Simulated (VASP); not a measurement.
Given:

```yaml
crystal:
  lattice:
    - [1.19890, -2.07656, 0.00000]
    - [1.19890, 2.07656, 0.00000]
    - [0.00000, 0.00000, 3.87070]
  atoms:
    - { symbol: Co, position: [0.33333, 0.66667, 0.25000], spin: 1.6 }
    - { symbol: Co, position: [0.66667, 0.33333, 0.75000], spin: 1.6 }
```

Computed with PBEsol GGA, VASP's PBE PAW potentials (set 64) (plane waves; VASP 6.6.1). Numerical set-up: 500 eV cut-off, 17×17×10 Γ-centred mesh, first-order Methfessel-Paxton smearing of 0.10 eV, potentials Co.

Problem. Predict the cell moment, energy per atom (σ→0), pressure, band gap (on the k-mesh) with the smallest direct gap where there is one.

Solution. 
```json
{
 "band gap (on the k-mesh)": "none (metal, semimetal or under 0.01 eV)",
 "cell_moment": "3.00 μB",
 "energy per atom (σ→0)": "-742.5 kJ/mol of atoms",
 "pressure": "19.91 GPa"
}
```

Problem. Give the moment on each site (PAW-sphere projection).

Solution. 
```json
[
 {"site": "Co1", "moment (μB)": "1.50"},
 {"site": "Co2", "moment (μB)": "1.50"}
]
```

Only differences to runs with the same potentials and settings are physical.

The compound is Co in the hcp structure. It was relaxed first under an external pressure of 20 GPa.
